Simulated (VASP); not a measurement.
**A VASP study of P2W (r2SCAN): structure first, properties next**

What structure and properties does r2SCAN give P2W, and how near are they to the measured ones? The steps: full relaxation (r2SCAN), single point with fields (r2SCAN), bands along the symmetry lines (r2SCAN), density of states (r2SCAN), zone-centre phonons (r2SCAN), independent-particle dielectric function (r2SCAN) and band structure (r2SCAN), changed input. The start is a cell from a database of measured crystal structures.

Main program and level: VASP 6.6.1; r2SCAN; plane waves and PAW (P, W).

**What experiment says.**

For WP2, alpha, monoclinic OsGe2-type (crystal grown by iodine chemical vapour transport), “Extremely large magnetoresistance in topologically trivial semimetal alpha-WP2” (2018, arxiv:1804.03879) gives, by single-crystal X-ray diffraction: lattice constant a (a of monoclinic C2/m cell) 8.49 ± 0.001 Å; lattice constant b (b of monoclinic C2/m cell) 3.1615 ± 0.0003 Å; lattice constant c (c of monoclinic C2/m cell) 7.456 ± 0.001 Å.

## Step 1: Starting point

Before any relaxation, the start is as follows. Symmetry: C2/m, No. 12, monoclinic system. Conventional cell: a = 8.500 Å, b = 3.168 Å, c = 7.466 Å, α = 90.00°, β = 119.37°, γ = 90.00°. Nearest to P lie 1 P at 2.19 Å and 3 W at 2.46 to 2.48 Å. P has 5 W at 2.49 to 2.64 Å nearest. W has 8 P at 2.46 to 2.64 Å nearest. Farther neighbours are not listed.

## Step 2: Full relaxation (r2SCAN)

The start need not lie at this functional's minimum. ISIF = 3 frees volume, shape and positions, and EDIFFG sets the threshold on forces and stress at which the search stops. r2SCAN adds the kinetic-energy density, costs more than a GGA and is run with LASPH.

File INCAR:

```
SYSTEM = P2W
PREC = Accurate
ENCUT = 400
EDIFF = 1E-06
NELM = 100
ISMEAR = 0
SIGMA = 0.05
LREAL = .FALSE.
ALGO = Normal
METAGGA = R2SCAN
LASPH = .TRUE.
NBANDS = 22
LORBIT = 11
LWAVE = .FALSE.
LCHARG = .FALSE.
KPAR = 4
IBRION = 2
NSW = 60
ISIF = 3
EDIFFG = -0.01
```

File POSCAR:

```
P2W
1.0
    4.2500000000     -1.5840000000      0.0000000000
    4.2500000000      1.5840000000      0.0000000000
   -3.6613405039      0.0000000000      6.5065921737
P W
4 2
Direct
    0.1380000000      0.1380000000      0.0241000000
    0.8620000000      0.8620000000      0.9759000000
    0.5988000000      0.5988000000      0.3968000000
    0.4012000000      0.4012000000      0.6032000000
    0.8418000000      0.8418000000      0.2935000000
    0.1582000000      0.1582000000      0.7065000000
```

File KPOINTS:

```
Automatic mesh
0
Gamma
9 9 4
0 0 0
```

Potentials, in the order of the species: P and W (PBE family, release 64).

Started as:

```bash
$ mpirun -np 4 vasp_std
```

What it wrote:

```text
[banner, memory and clock lines left out]
running    4 mpi-ranks, on    1 nodes
 distrk:  each k-point on    1 cores,    4 groups
 distr:  one band on    1 cores,    1 groups

 POSCAR found type information on POSCAR P W
 POSCAR found :  2 types and       6 ions
|                                                                             |
|               ----> ADVICE to this user running VASP <----                  |
|                                                                             |
|     You enforced a specific xc type in the INCAR file but a different       |
|     [... a line on the potential file left out ...]
|     I HOPE YOU KNOW WHAT YOU ARE DOING!                                     |
|                                                                             |

 LDA part: xc-table for (None), standard interpolation
 POSCAR, INCAR and KPOINTS ok, starting setup
 FFT: planning ... GRIDC
 FFT: planning ... GRID_SOFT
 FFT: planning ... GRID
 WAVECAR not read
 entering main loop
       N       E                     dE             d eps       ncg     rms          rms(c)
DAV:   1     0.106785236987E+01    0.10679E+01   -0.12332E+04  4180   0.108E+03
DAV:   2    -0.136759632688E+03   -0.13783E+03   -0.12944E+03  5480   0.239E+02
DAV:   3    -0.144887315863E+03   -0.81277E+01   -0.77638E+01  5768   0.519E+01
DAV:   4    -0.145085579044E+03   -0.19826E+00   -0.19632E+00  5738   0.854E+00
DAV:   5    -0.145090780337E+03   -0.52013E-02   -0.51955E-02  5776   0.117E+00    0.344E+01
DAV:   6    -0.141221724863E+03    0.38691E+01   -0.60302E+00  6224   0.123E+01    0.166E+01
DAV:   7    -0.141208683316E+03    0.13042E-01   -0.17919E+00  5772   0.842E+00    0.987E+00
DAV:   8    -0.141124989085E+03    0.83694E-01   -0.37421E-01  5996   0.395E+00    0.881E-01
DAV:   9    -0.141126308170E+03   -0.13191E-02   -0.27209E-02  5440   0.108E+00    0.672E-01
DAV:  10    -0.141126968134E+03   -0.65996E-03   -0.37430E-03  5578   0.364E-01    0.310E-01
DAV:  11    -0.141127006382E+03   -0.38248E-04   -0.40016E-04  5292   0.117E-01    0.213E-01
DAV:  12    -0.141127072105E+03   -0.65723E-04   -0.12500E-04  5556   0.788E-02    0.391E-02
DAV:  13    -0.141127067562E+03    0.45428E-05   -0.75895E-06  5240   0.205E-02    0.149E-02
DAV:  14    -0.141127067799E+03   -0.23622E-06   -0.14549E-06  3804   0.794E-03
   1 F= -.14112707E+03 E0= -.14112598E+03  d E =-.141127E+03
 curvature:   0.00 expect dE= 0.000E+00 dE for cont linesearch  0.000E+00
 trial: gam= 0.00000 g(F)=  0.951E-02 g(S)=  0.805E-02 ort = 0.000E+00 (trialstep = 0.100E+01)
 search vector abs. value=  0.176E-01
 bond charge predicted
       N       E                     dE             d eps       ncg     rms          rms(c)
DAV:   1    -0.141137908628E+03   -0.10841E-01   -0.53674E-01  4288   0.427E+00    0.490E-01
DAV:   2    -0.141136094042E+03    0.18146E-02   -0.28870E-02  5560   0.109E+00    0.216E-01
DAV:   3    -0.141135747487E+03    0.34656E-03   -0.24110E-03  5294   0.325E-01    0.118E-01
DAV:   4    -0.141135670706E+03    0.76781E-04   -0.42560E-04  5544   0.122E-01    0.541E-02
DAV:   5    -0.141135680390E+03   -0.96839E-05   -0.92592E-05  5358   0.597E-02    0.295E-02
DAV:   6    -0.141135683291E+03   -0.29009E-05   -0.59251E-06  5388   0.165E-02    0.185E-02
DAV:   7    -0.141135683863E+03   -0.57239E-06   -0.15624E-06  3536   0.830E-03
   2 F= -.14113568E+03 E0= -.14113451E+03  d E =-.861606E-02
[... from here on, the cycles between the ionic steps are left out ...]
   3 F= -.14113569E+03 E0= -.14113452E+03  d E =-.861900E-02
   4 F= -.14113759E+03 E0= -.14113635E+03  d E =-.190645E-02
   5 F= -.14113773E+03 E0= -.14113651E+03  d E =-.204778E-02
   6 F= -.14113843E+03 E0= -.14113717E+03  d E =-.692148E-03
   7 F= -.14113851E+03 E0= -.14113726E+03  d E =-.774237E-03
   8 F= -.14113877E+03 E0= -.14113751E+03  d E =-.256772E-03
   9 F= -.14113877E+03 E0= -.14113752E+03  d E =-.264785E-03
 curvature:  -0.62 expect dE=-0.888E-04 dE for cont linesearch -0.308E-07
 trial: gam= 0.17296 g(F)=  0.907E-04 g(S)=  0.524E-04 ort = 0.746E-05 (trialstep = 0.881E+00)
 search vector abs. value=  0.179E-03
 bond charge predicted
       N       E                     dE             d eps       ncg     rms          rms(c)
DAV:   1    -0.141138836044E+03   -0.62530E-04   -0.84833E-03  4204   0.492E-01    0.307E-02
DAV:   2    -0.141138855262E+03   -0.19218E-04   -0.20853E-04  5792   0.906E-02    0.140E-02
DAV:   3    -0.141138854427E+03    0.83525E-06   -0.12166E-05  5240   0.201E-02    0.962E-03
DAV:   4    -0.141138854312E+03    0.11459E-06   -0.80794E-07  3682   0.604E-03
  10 F= -.14113885E+03 E0= -.14113764E+03  d E =-.807098E-04
 trial-energy change:   -0.000081  1 .order   -0.000084   -0.000127   -0.000041
 step:   1.2936(harm=  1.2936)  dis= 0.00129  next Energy=  -141.138867 (dE=-0.934E-04)
 reached required accuracy - stopping structural energy minimisation
```

Elapsed: 9.3 min, on 4 MPI ranks of Intel Xeon 6975P-C (Granite Rapids), shared host; peak memory 1.2 GiB.

The logs omit lines about the potential files and the build; timing stands in the text.

OUTCAR, selected parts (step 2):

```text
ion  position               nearest neighbor table
   1  0.138  0.138  0.024-   2 2.19   6 2.46   5 2.48   5 2.48   2 2.63   2 2.63
   2  0.862  0.862  0.976-   1 2.19   5 2.46   6 2.48   6 2.48   1 2.63   1 2.63
   3  0.599  0.599  0.397-   5 2.49   5 2.49   5 2.53   6 2.64   6 2.64   4 2.76   4 2.76   4 2.78

  LATTYP: Found a base centered monoclinic cell.
 ALAT       =     8.5000000000
 B/A-ratio  =     0.3727058824
 C/A-ratio  =     0.8783529412
 COS(beta)  =    -0.4904018891

 Subroutine GETGRP returns: Found  4 space group operations
 (whereof  4 operations were pure point group operations)

The static configuration has the point symmetry C_2h.

 Found     95 irreducible k-points:

   k-points           NKPTS =     95   k-points in BZ     NKDIM =     95   number of bands    NBANDS=     22

   dimension x,y,z NGX =    30 NGY =   30 NGZ =   50
   dimension x,y,z NGXF=    60 NGYF=   60 NGZF=  100

   ENCUT  =  400.0 eV  29.40 Ry    5.42 a.u.   7.40  7.40 12.18*2*pi/ulx,y,z

   NELECT =      32.0000    total number of electrons

 k-points in reciprocal lattice and weights: Automatic mesh
   0.00000000  0.00000000  0.00000000       0.003
   0.11111111  0.00000000  0.00000000       0.012
   0.22222222  0.00000000  0.00000000       0.012
   0.33333333  0.00000000  0.00000000       0.012
   0.44444444  0.00000000  0.00000000       0.012
   0.11111111  0.11111111  0.00000000       0.006
   0.22222222  0.11111111  0.00000000       0.012
   0.33333333  0.11111111  0.00000000       0.012
   0.44444444  0.11111111  0.00000000       0.012
[...]
0.44444444  0.44444444  0.50000000       0.006
  -0.44444444  0.44444444  0.50000000       0.006

 average (electrostatic) potential at core
       1 -83.1391       2 -83.1391       3 -83.0384       4 -83.0384       5 -42.0536
       6 -42.0536

 E-fermi :   9.4179

 k-point     1 :       0.0000    0.0000    0.0000
  band No.  band energies     occupation
    ...
     12       6.1135      2.00000
     13       6.8389      2.00000
     14       7.1376      2.00000
     15       7.4699      2.00000
     16       8.9892      2.00000
     17       9.9718      0.00000
     18      10.3506      0.00000
     19      11.2763      0.00000
     20      12.3522      0.00000
     21      13.4119      0.00000
    ...

 k-point     2 :       0.1111    0.0000    0.0000
  band No.  band energies     occupation
    ...
     12       6.0850      2.00000
     13       6.2556      2.00000
     14       7.0056      2.00000
     15       7.4207      2.00000
     16       9.1649      2.00000
     17       9.9252      0.00000
     18      10.4921      0.00000
     19      11.3986      0.00000
     20      12.3995      0.00000
     21      13.1251      0.00000
    ...

 k-point     3 :       0.2222    0.0000    0.0000
  band No.  band energies     occupation
    ...
     12       5.8542      2.00000
     13       6.0640      2.00000
     14       6.7242      2.00000
     15       7.1674      2.00000
     16       9.2925      1.99961
     17       9.4838      0.06204
     18      10.9098      0.00000
     19      11.6935      0.00000
     20      12.3834      0.00000
     21      12.8261      0.00000
    ...

  Total       -0.0012920     -0.0051917     -0.0011940      0.0000000      0.0000000     -0.0199235
  in kB       -0.0235797     -0.0947522     -0.0217917      0.0000000      0.0000000     -0.3636211
  external PRESSURE =      -0.0467079 kB  Pullay stress =       0.0000000 kB

  energy-cutoff  :      400.00
  volume of cell :       87.79
      direct lattice vectors                 reciprocal lattice vectors
     4.237080700 -1.591336709 -0.000849791     0.118019053 -0.314201261  0.066192403
     4.237080700  1.591336709 -0.000849791     0.118019053  0.314201261  0.066192403
    -3.651513681  0.000000000  6.510538495     0.000030809  0.000000000  0.153614405

 POSITION                                       TOTAL-FORCE (eV/Angst)
 -----------------------------------------------------------------------------------
      1.07860      0.00000      0.16336         0.002941      0.000000     -0.000214
      3.74405      0.00000      6.34548        -0.002941      0.000000      0.000214
      3.62098      0.00000      2.61161         0.006348      0.000000      0.001668
      1.20167      0.00000      3.89723        -0.006348      0.000000     -0.001668
      6.06249      0.00000      1.90763         0.008449      0.000000     -0.002567
     -1.23984      0.00000      4.60120        -0.008449      0.000000      0.002567
 -----------------------------------------------------------------------------------
    total drift:                                0.000000      0.000000      0.000000

  FREE ENERGIE OF THE ION-ELECTRON SYSTEM (eV)
  ---------------------------------------------------
  free  energy   TOTEN  =      -141.1388543124 eV

  energy  without entropy=     -141.1364270369  energy(sigma->0) =     -141.13764067

 reached required accuracy - stopping structural energy minimisation

 total charge
# of ion       s       p       d       tot
------------------------------------------
    1        1.025   1.464   0.000   2.489
    2        1.025   1.464   0.000   2.489
    3        1.027   1.428   0.000   2.455
    4        1.027   1.428   0.000   2.455
    5        0.554   0.714   4.439   5.707
    6        0.554   0.714   4.439   5.707
--------------------------------------------------
tot          5.213   7.211   8.878  21.302

[... 3 further parts left out ...]
```

CONTCAR:

```
P2W
   1.00000000000000
     4.2370807001496731   -1.5913367087600412   -0.0008497909696685
     4.2370807001496731    1.5913367087600412   -0.0008497909696685
    -3.6515136805725747    0.0000000000000000    6.5105384948740781
  P               W
     4     2
Direct
     0.1381086931109468    0.1381086931109468    0.0251278655868969
     0.8618913068890531    0.8618913068890531    0.9748721344131031
     0.6002130681976162    0.6002130681976162    0.4012921382611366
     0.3997869318023837    0.3997869318023837    0.5987078617388633
     0.8417601231538236    0.8417601231538236    0.2932268728329231
     0.1582398768461762    0.1582398768461762    0.7067731271670771
```

The PAW data sets were made with PBE, which is usual practice but a small mismatch for other functionals. The data set W keeps the semicore shell frozen, which is cheaper and a little less accurate. The run keeps the 4 symmetry operations of its start, so it cannot find a distortion of lower symmetry.

Step by step:

```tsv
step	energy less that of the first step (eV)	largest force (eV/Å)	pressure (GPa)	volume (Å³)
1	0.0000	0.2876	0.04	87.60
2	-0.0086	0.1366	0.38	87.65
3	-0.0086	0.1386	0.37	87.65
4	-0.0105	0.0483	-0.63	88.09
5	-0.0107	0.0659	-0.43	88.00
6	-0.0114	0.0626	0.32	87.69
7	-0.0114	0.0524	0.14	87.76
8	-0.0117	0.0311	-0.03	87.80
9	-0.0117	0.0266	-0.01	87.79
10	-0.0118	0.0088	0.00	87.79
```

```tsv
cell as run	before	after	change
a (Å)	4.536	4.526	-0.2 %
b (Å)	4.536	4.526	-0.2 %
c (Å)	7.466	7.465	-0.0 %
α (°)	117.36	117.27	-0.1 %
β (°)	117.36	117.27	-0.1 %
γ (°)	40.88	41.17	+0.7 %
volume (Å³/atom)	14.60	14.63	+0.2 %
```

The atoms that moved most (Å, as changes of fractional coordinates times the final cell):

```tsv
atom	dx	dy	dz	length
P3	-0.004	0.000	0.029	0.030
P4	0.004	0.000	-0.029	0.030
P2	0.003	0.000	-0.007	0.007
P1	-0.003	0.000	0.007	0.007
```

The relaxed structure:

```xyz
6
Lattice="4.2371 -1.5913 -0.0008 4.2371 1.5913 -0.0008 -3.6515 0.0000 6.5105" Properties=species:S:1:pos:R:3 pbc="T T T"
P     1.0786    0.0000    0.1634
P     3.7440    0.0000    6.3455
P     3.6210    0.0000    2.6116
P     1.2017    0.0000    3.8972
W     6.0625    0.0000    1.9076
W    -1.2398    0.0000    4.6012
```

Numbers from this step:

```
electrons                       : 32
bands                           : 22
irreducible k-points            : 95
symmetry operations             : 4
free energy (TOTEN)             : -141.1389 eV
energy at zero smearing         : -141.1376 eV
Fermi energy                    : 9.418 eV
pressure                        : -0.004671 GPa
metallic                        : yes
SCF cycles over all ionic steps : 57
```

It ends with a largest force of 0.009 eV/Å and a pressure of 0.00 GPa. The volume lies +0.2 % from that of the database's start.

[end of part 1 of 5]

[Lines on the potential files, build, host, timing and source positions are cut from VASP's logs without a mark.]

[Logs are printed without paths, hosts, clocks, repeated set-up lines and the standing remarks that a program may print on its own settings, such as how far it seeks lower states.]

[Hosts, paths, dates, database ids (printed as entryN), source tags and the programs' standing remarks are cut or masked in the printed files.]

[Measured values are set beside computed ones only where the two were judged alike; some that the calculation misses by far are left out.]
